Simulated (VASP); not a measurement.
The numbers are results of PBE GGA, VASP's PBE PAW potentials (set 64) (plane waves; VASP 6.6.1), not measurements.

VASP input:

File KPOINTS:
```
Automatic mesh
0
Gamma
8 8 8
0 0 0
```

### INCAR
```
SYSTEM=SiO2
PREC=Normal; ENCUT=400; LREAL=.False.
LASPH=.True.
EDIFF=1E-5; NELM=100; NELMIN=4
ALGO=Fast
ISMEAR=0; SIGMA=0.05
GGA=PE
IBRION=2; NSW=20; ISIF=2
EDIFFG=-0.03
LWAVE=.False.; LCHARG=.False.
```

**POSCAR**
```
SiO2
1
    2.5027832074    -4.3349477969     0.0000000000
    2.5027832074     4.3349477969     0.0000000000
    0.0000000000     0.0000000000     5.4933253343
Si O
3 6
Direct
  0.0000000000   0.4697000000   0.3333330000
  0.5303000000   0.5303000000   0.0000000000
  0.4697000000   0.0000000000   0.6666670000
  0.2669000000   0.4135000000   0.2142330000
  0.5865000000   0.8534000000   0.8809000000
  0.7331000000   0.1466000000   0.4524330000
  0.8534000000   0.5865000000   0.1191000000
  0.4135000000   0.2669000000   0.7857670000
  0.1466000000   0.7331000000   0.5475670000
```

POTCAR, in this order: Si O (PBE.64 set). Program: vasp_std.

Output

File OSZICAR:
```
...
DAV:   4    -0.802583572115E+02   -0.24037E+00   -0.24000E+00  4471   0.102E+01
DAV:   5    -0.802633390604E+02   -0.49818E-02   -0.49799E-02  4355   0.143E+00    0.241E+01
RMM:   6    -0.709475838833E+02    0.93158E+01   -0.37367E+01  3770   0.325E+01    0.106E+01
RMM:   7    -0.712520531797E+02   -0.30447E+00   -0.49329E+00  3770   0.105E+01    0.459E+00
RMM:   8    -0.712529752526E+02   -0.92207E-03   -0.39201E-01  3770   0.422E+00    0.115E+00
RMM:   9    -0.712717434147E+02   -0.18768E-01   -0.96601E-02  3772   0.213E+00    0.513E-01
RMM:  10    -0.712777125435E+02   -0.59691E-02   -0.80393E-02  3771   0.146E+00    0.417E-01
RMM:  11    -0.712737802057E+02    0.39323E-02   -0.17625E-02  3770   0.772E-01    0.392E-02
RMM:  12    -0.712744755206E+02   -0.69531E-03   -0.64089E-03  3770   0.467E-01    0.124E-01
RMM:  13    -0.712742614574E+02    0.21406E-03   -0.82900E-04  4035   0.140E-01    0.751E-02
RMM:  14    -0.712741700372E+02    0.91420E-04   -0.36828E-04  3770   0.100E-01    0.287E-02
RMM:  15    -0.712741730774E+02   -0.30402E-05   -0.71211E-05  3060   0.386E-02
   1 F= -.71274173E+02 E0= -.71274173E+02  d E =-.712742E+02
       N       E                     dE             d eps       ncg     rms          rms(c)
DAV:   1    -0.712745696265E+02   -0.39959E-03   -0.33898E+00  4390   0.129E+01    0.535E-01
RMM:   2    -0.712805635112E+02   -0.59939E-02   -0.72550E-02  3770   0.181E+00    0.181E-01
RMM:   3    -0.712804697209E+02    0.93790E-04   -0.60497E-03  3772   0.555E-01    0.949E-02
RMM:   4    -0.712803414692E+02    0.12825E-03   -0.17159E-03  3770   0.260E-01    0.230E-02
RMM:   5    -0.712803682147E+02   -0.26746E-04   -0.25470E-04  4132   0.890E-02    0.155E-02
RMM:   6    -0.712803693674E+02   -0.11528E-05   -0.32700E-05  2596   0.357E-02
   2 F= -.71280369E+02 E0= -.71280369E+02  d E =-.619629E-02
       N       E                     dE             d eps       ncg     rms          rms(c)
DAV:   1    -0.712803929199E+02   -0.24705E-04   -0.35041E-02  4405   0.131E+00    0.548E-02
RMM:   2    -0.712804523050E+02   -0.59385E-04   -0.73293E-04  3770   0.183E-01    0.204E-02
RMM:   3    -0.712804497920E+02    0.25130E-05   -0.59818E-05  3180   0.559E-02    0.125E-02
RMM:   4    -0.712804485187E+02    0.12732E-05   -0.15606E-05  2210   0.255E-02
   3 F= -.71280449E+02 E0= -.71280449E+02  d E =-.627544E-02
       N       E                     dE             d eps       ncg     rms          rms(c)
DAV:   1    -0.712836405468E+02   -0.31908E-02   -0.10824E+00  3980   0.730E+00    0.230E-01
RMM:   2    -0.712852535078E+02   -0.16130E-02   -0.19311E-02  3770   0.938E-01    0.856E-02
RMM:   3    -0.712852631574E+02   -0.96497E-05   -0.15766E-03  3772   0.284E-01    0.470E-02
RMM:   4    -0.712852324895E+02    0.30668E-04   -0.39505E-04  3770   0.128E-01    0.125E-02
RMM:   5    -0.712852393938E+02   -0.69043E-05   -0.61737E-05  2922   0.441E-02
   4 F= -.71285239E+02 E0= -.71285239E+02  d E =-.479088E-02
       N       E                     dE             d eps       ncg     rms          rms(c)
DAV:   1    -0.712815281312E+02    0.37044E-02   -0.55806E+00  3770   0.166E+01    0.525E-01
RMM:   2    -0.712898254436E+02   -0.82973E-02   -0.98377E-02  3770   0.212E+00    0.194E-01
RMM:   3    -0.712898301018E+02   -0.46582E-05   -0.80445E-03  3772   0.643E-01    0.104E-01
RMM:   4    -0.712896833434E+02    0.14676E-03   -0.20504E-03  3770   0.291E-01    0.247E-02
RMM:   5    -0.712897194233E+02   -0.36080E-04   -0.32519E-04  4092   0.997E-02    0.151E-02
RMM:   6    -0.712897221309E+02   -0.27076E-05   -0.43390E-05  2856   0.422E-02
   5 F= -.71289722E+02 E0= -.71289722E+02  d E =-.927361E-02
       N       E                     dE             d eps       ncg     rms          rms(c)
DAV:   1    -0.712906828587E+02   -0.96344E-03   -0.17470E-01  4375   0.293E+00    0.649E-02
RMM:   2    -0.712909516616E+02   -0.26880E-03   -0.29271E-03  3770   0.362E-01    0.307E-02
RMM:   3    -0.712909623523E+02   -0.10691E-04   -0.24670E-04  3786   0.109E-01    0.201E-02
RMM:   4    -0.712909596906E+02    0.26617E-05   -0.62820E-05  3406   0.501E-02
   6 F= -.71290960E+02 E0= -.71290960E+02  d E =-.123756E-02
       N       E                     dE             d eps       ncg     rms          rms(c)
DAV:   1    -0.712914933134E+02   -0.53096E-03   -0.15698E+00  3790   0.878E+00    0.192E-01
RMM:   2    -0.712938785565E+02   -0.23852E-02   -0.26027E-02  3770   0.108E+00    0.891E-02
RMM:   3    -0.712939742711E+02   -0.95715E-04   -0.21825E-03  3786   0.326E-01    0.561E-02
RMM:   4    -0.712939525205E+02    0.21751E-04   -0.55859E-04  3771   0.150E-01    0.133E-02
RMM:   5    -0.712939648168E+02   -0.12296E-04   -0.10787E-04  3310   0.535E-02    0.959E-03
RMM:   6    -0.712939660863E+02   -0.12695E-05   -0.10128E-05  2218   0.200E-02
   7 F= -.71293966E+02 E0= -.71293966E+02  d E =-.424396E-02
       N       E                     dE             d eps       ncg     rms          rms(c)
DAV:   1    -0.712870032891E+02    0.69615E-02   -0.62808E+00  3770   0.176E+01    0.383E-01
RMM:   2    -0.712965399536E+02   -0.95367E-02   -0.10383E-01  3770   0.216E+00    0.176E-01
RMM:   3    -0.712969127309E+02   -0.37278E-03   -0.86207E-03  3782   0.650E-01    0.111E-01
RMM:   4    -0.712968208592E+02    0.91872E-04   -0.22374E-03  3772   0.301E-01    0.232E-02
RMM:   5    -0.712968694684E+02   -0.48609E-04   -0.42713E-04  4126   0.107E-01    0.139E-02
RMM:   6    -0.712968753366E+02   -0.58682E-05   -0.42800E-05  2723   0.418E-02
   8 F= -.71296875E+02 E0= -.71296875E+02  d E =-.715321E-02
       N       E                     dE             d eps       ncg     rms          rms(c)
DAV:   1    -0.712957335529E+02    0.11359E-02   -0.10341E+00  4105   0.716E+00    0.290E-01
RMM:   2    -0.712974198904E+02   -0.16863E-02   -0.20194E-02  3770   0.959E-01    0.902E-02
RMM:   3    -0.712973709313E+02    0.48959E-04   -0.19170E-03  3818   0.298E-01    0.468E-02
RMM:   4    -0.712973317873E+02    0.39144E-04   -0.51474E-04  3770   0.142E-01    0.162E-02
RMM:   5    -0.712973405602E+02   -0.87729E-05   -0.82029E-05  3104   0.496E-02
   9 F= -.71297341E+02 E0= -.71297341E+02  d E =-.465224E-03
       N       E                     dE             d eps       ncg     rms          rms(c)
DAV:   1    -0.712973839512E+02   -0.52164E-04   -0.15252E-01  4260   0.275E+00    0.112E-01
RMM:   2    -0.712976281051E+02   -0.24415E-03   -0.29384E-03  3770   0.366E-01    0.355E-02
RMM:   3    -0.712976209149E+02    0.71901E-05   -0.27239E-04  3818   0.113E-01    0.190E-02
RMM:   4    -0.712976144050E+02    0.65099E-05   -0.72737E-05  3561   0.536E-02
  10 F= -.71297614E+02 E0= -.71297614E+02  d E =-.739068E-03
       N       E                     dE             d eps       ncg     rms          rms(c)
DAV:   1    -0.712977465892E+02   -0.12567E-03   -0.23830E-01  3890   0.340E+00    0.659E-02
RMM:   2    -0.712980883348E+02   -0.34175E-03   -0.38315E-03  3770   0.412E-01    0.319E-02
RMM:   3    -0.712980923383E+02   -0.40034E-05   -0.29262E-04  3772   0.121E-01    0.218E-02
RMM:   4    -0.712980836546E+02    0.86836E-05   -0.82431E-05  3584   0.570E-02
  11 F= -.71298084E+02 E0= -.71298084E+02  d E =-.469250E-03
       N       E                     dE             d eps       ncg     rms          rms(c)
DAV:   1    -0.712972608774E+02    0.83146E-03   -0.82779E-01  3770   0.634E+00    0.122E-01
RMM:   2    -0.712984521308E+02   -0.11913E-02   -0.13453E-02  3770   0.771E-01    0.592E-02
RMM:   3    -0.712984694163E+02   -0.17285E-04   -0.10446E-03  3774   0.228E-01    0.393E-02
RMM:   4    -0.712984405602E+02    0.28856E-04   -0.30054E-04  3770   0.108E-01    0.995E-03
RMM:   5    -0.712984463344E+02   -0.57742E-05   -0.49970E-05  2760   0.383E-02
  12 F= -.71298446E+02 E0= -.71298446E+02  d E =-.831929E-03
```

### OUTCAR
```
------------------------ aborting loop because EDIFF is reached ----------------------------------------
  FORCE on cell =-STRESS in cart. coord.  units (eV):
  Direction    XX          YY          ZZ          XY          YZ          ZX
  --------------------------------------------------------------------------------------
  Total       -3.1864903     -3.1864905     -3.2548027      0.0000000      0.0000000     -0.0000000
  in kB      -42.8302650    -42.8302674    -43.7484666      0.0000000      0.0000000     -0.0000000
  external PRESSURE =     -43.1363330 kB  Pullay stress =       0.0000000 kB
  volume of cell :      119.20
      direct lattice vectors                 reciprocal lattice vectors
     2.502783207 -4.334947797  0.000000000     0.199777591 -0.115341643  0.000000000
     2.502783207  4.334947797  0.000000000     0.199777591  0.115341643  0.000000000
     0.000000000  0.000000000  5.493325334     0.000000000  0.000000000  0.182039100
 POSITION                                       TOTAL-FORCE (eV/Angst)
 -----------------------------------------------------------------------------------
      1.18753      2.05686      1.83111         0.004878      0.008449     -0.000000
      2.63051      0.00000      0.00000        -0.009756      0.000000     -0.000000
      1.18753     -2.05686      3.66222         0.004878     -0.008449     -0.000000
      1.68555      0.67023      1.14516         0.014583     -0.005573     -0.018096
      3.58235      1.12461      4.80738        -0.002465      0.015416     -0.018096
      2.24045     -2.54010      2.51706        -0.012118      0.009843      0.018096
      3.58235     -1.12461      0.68595        -0.002465     -0.015416      0.018096
      1.68555     -0.67023      4.34817         0.014583      0.005573      0.018096
      2.24045      2.54010      2.97627        -0.012118     -0.009843     -0.018096
 -----------------------------------------------------------------------------------
    total drift:                               -0.000638      0.000707      0.000005
  FREE ENERGIE OF THE ION-ELECTRON SYSTEM (eV)
  ---------------------------------------------------
  free  energy   TOTEN  =       -71.2984463344 eV

  energy  without entropy=      -71.2984463344  energy(sigma->0) =      -71.29844633

 reached required accuracy - stopping structural energy minimisation
```
(Selected blocks of OUTCAR.)

**CONTCAR**
```
SiO2
   1.00000000000000
     2.5027832073999998   -4.3349477968999999    0.0000000000000000
     2.5027832073999998    4.3349477968999999    0.0000000000000000
     0.0000000000000000    0.0000000000000000    5.4933253342999997
  Si              O
     3     6
Direct
     0.0000000000000000    0.4744831987038845    0.3333330000000032
     0.5255168012961154    0.5255168012961154    0.0000000000000000
     0.4744831987038845    0.0000000000000000    0.6666669999999968
     0.2594291613690397    0.4140407061397332    0.2084634725687974
     0.5859592938602668    0.8453884552293067    0.8751304725687942
     0.7405708386309603    0.1546115447706935    0.4582025274312019
     0.8453884552293067    0.5859592938602668    0.1248695274312058
     0.4140407061397332    0.2594291613690397    0.7915365274312026
     0.1546115447706935    0.7405708386309603    0.5417974725687981
```

At this cut-off the stress carries a Pulay error, which pulls relaxed volumes low.

The compound is SiO2 in the quartz structure. This run relaxes the ions in a fixed cell. Symmetry was kept, so distortions that lower it aren't found.
